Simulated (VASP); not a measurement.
Energy against volume of LiCl (rock salt). Method: PBE GGA with D3 dispersion (zero damping), VASP's PBE PAW potentials (set 64) (plane waves; VASP). Numerical set-up: 520 eV cut-off, 9×9×9 Γ-centred mesh, Gaussian smearing of 0.050 eV, potentials Li_sv Cl.

```
V (Å³/atom)  E (eV/atom)
-----------  -----------
15.898          -3.85814
16.390          -3.85999
16.881          -3.85865
17.373          -3.85457
```

Task: Fit these four points and predict the energy of the run at 15.406 Å³/atom.

Result: A cubic in V^(−2/3), the third-order Birch-Murnaghan form, passes through the four points with V0 = 16.42 Å³/atom and B0 = 34 GPa, and gives -3.8526 eV/atom there. The run gave -3.8525 eV/atom, +0.0 meV/atom from the fit; all five points give B0 = 34 GPa.

The compound is LiCl in the rock salt structure. It was relaxed first.
